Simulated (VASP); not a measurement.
Output of a VASP run:

File OSZICAR:
```
       N       E                     dE             d eps       ncg     rms          rms(c)
DAV:   1     0.905462963803E+02    0.90546E+02   -0.90987E+03  2896   0.137E+03
DAV:   2    -0.378799696497E+02   -0.12843E+03   -0.12078E+03  3332   0.344E+02
DAV:   3    -0.441252831756E+02   -0.62453E+01   -0.60952E+01  4516   0.660E+01
DAV:   4    -0.443524305736E+02   -0.22715E+00   -0.22689E+00  3716   0.117E+01
DAV:   5    -0.443585365117E+02   -0.61059E-02   -0.61051E-02  4268   0.154E+00    0.221E+01
DAV:   6    -0.339891173636E+02    0.10369E+02   -0.12868E+01  3420   0.330E+01    0.646E+00
DAV:   7    -0.347174904018E+02   -0.72837E+00   -0.57229E-01  3340   0.842E+00    0.425E+00
DAV:   8    -0.343628560780E+02    0.35463E+00   -0.58053E-01  3340   0.885E+00    0.132E+00
DAV:   9    -0.347153299150E+02   -0.35247E+00   -0.35856E-01  3248   0.617E+00    0.472E-01
DAV:  10    -0.347240568852E+02   -0.87270E-02   -0.93697E-03  3308   0.972E-01    0.422E-01
DAV:  11    -0.347089974955E+02    0.15059E-01   -0.60641E-02  3504   0.181E+00    0.414E-01
DAV:  12    -0.347218471450E+02   -0.12850E-01   -0.19045E-02  3304   0.113E+00    0.864E-02
DAV:  13    -0.347240143625E+02   -0.21672E-02   -0.14172E-03  3320   0.339E-01    0.346E-02
DAV:  14    -0.347245419048E+02   -0.52754E-03   -0.10131E-03  3352   0.260E-01    0.251E-02
DAV:  15    -0.347245463712E+02   -0.44664E-05   -0.19007E-05  4076   0.381E-02    0.245E-02
DAV:  16    -0.347245475069E+02   -0.11357E-05   -0.19492E-05  3148   0.371E-02    0.232E-02
DAV:  17    -0.347245557566E+02   -0.82498E-05   -0.32683E-05  4072   0.501E-02    0.225E-02
DAV:  18    -0.347245455511E+02    0.10205E-04   -0.12737E-05  3084   0.311E-02    0.201E-02
DAV:  19    -0.347245472866E+02   -0.17355E-05   -0.28318E-06  3080   0.195E-02    0.928E-03
DAV:  20    -0.347245439817E+02    0.33049E-05   -0.93081E-07  3560   0.108E-02    0.507E-03
DAV:  21    -0.347245439660E+02    0.15663E-07   -0.39211E-08  1520   0.241E-03
   1 F= -.34724544E+02 E0= -.34724544E+02  d E =0.000000E+00
       N       E                     dE             ncg
```

### OUTCAR
```
------------------------ aborting loop because EDIFF is reached ----------------------------------------
  FORCE on cell =-STRESS in cart. coord.  units (eV):
  Direction    XX          YY          ZZ          XY          YZ          ZX
  --------------------------------------------------------------------------------------
  Total       -0.0094527     -0.0094527     -0.0094527     -0.0000000      0.0000000     -0.0000000
  in kB       -0.5785422     -0.5785422     -0.5785422     -0.0000000      0.0000000     -0.0000000
  external PRESSURE =      -0.5785422 kB  Pullay stress =       0.0000000 kB
  volume of cell :       26.18
      direct lattice vectors                 reciprocal lattice vectors
     0.000000000  2.356683324  2.356683324    -0.212162574  0.212162574  0.212162574
     2.356683324  0.000000000  2.356683324     0.212162574 -0.212162574  0.212162574
     2.356683324  2.356683324  0.000000000     0.212162574  0.212162574 -0.212162574
 POSITION                                       TOTAL-FORCE (eV/Angst)
 -----------------------------------------------------------------------------------
      0.00000      0.00000      0.00000         0.000000      0.000000      0.000000
      2.35668      2.35668      2.35668         0.000000      0.000000     -0.000000
 -----------------------------------------------------------------------------------
    total drift:                                0.000000      0.000000      0.000000
  FREE ENERGIE OF THE ION-ELECTRON SYSTEM (eV)
  ---------------------------------------------------
  free  energy   TOTEN  =       -34.7245439660 eV

  energy  without entropy=      -34.7245439660  energy(sigma->0) =      -34.72454397

 total charge

# of ion       s       p       d       tot
------------------------------------------
    1        2.170   6.045   1.568   9.782
    2        0.895   1.483   0.000   2.377
--------------------------------------------------
tot          3.064   7.528   1.568  12.160
```
(Selected blocks of OUTCAR.)

File POSCAR:
```
ZrC
1
    0.0000000000     2.3566833240     2.3566833240
    2.3566833240     0.0000000000     2.3566833240
    2.3566833240     2.3566833240     0.0000000000
Zr C
1 1
Direct
  0.0000000000   0.0000000000   0.0000000000
  0.5000000000   0.5000000000   0.5000000000
```

Question: Reconstruct the remaining input files.

Answer: Several could match; the one computed here: the input of the run itself, r2SCAN meta-GGA, plane waves, VASP's PBE PAW potentials (set 64).

### KPOINTS_OPT
```
k-points along high-symmetry lines
10
Line-mode
Reciprocal
  0.000000   0.000000   0.000000 ! GAMMA
  0.500000   0.000000   0.500000 ! X

  0.500000   0.000000   0.500000 ! X
  0.625000   0.250000   0.625000 ! U

  0.375000   0.375000   0.750000 ! K
  0.000000   0.000000   0.000000 ! GAMMA

  0.000000   0.000000   0.000000 ! GAMMA
  0.500000   0.500000   0.500000 ! L

  0.500000   0.500000   0.500000 ! L
  0.500000   0.250000   0.750000 ! W

  0.500000   0.250000   0.750000 ! W
  0.500000   0.000000   0.500000 ! X
```

KPOINTS:
```
kpoints
0
Gamma
  15 15 15
```

INCAR:
```
! general
SYSTEM  = ZrC
PREC    = Accurate
ENCUT   = 520
LREAL   = .FALSE.
LASPH   = .TRUE.

! electronic loop
EDIFF   = 1E-7
NELM    = 100
ALGO    = Normal
LMAXMIX = 4
LMIXTAU = .TRUE.

! smearing
ISMEAR  = -5

! functional
METAGGA = R2SCAN

! ions
ISIF    = 2

! output
LWAVE   = .FALSE.
LCHARG  = .FALSE.
LORBIT  = 11
NEDOS   = 601
```

POTCAR, in this order: Zr_sv C (PBE.64 set). Program: vasp_std.

For a metal the tetrahedron method with Blöchl corrections gives inexact stress and forces.

The compound is ZrC in the rock salt structure. It was relaxed first.
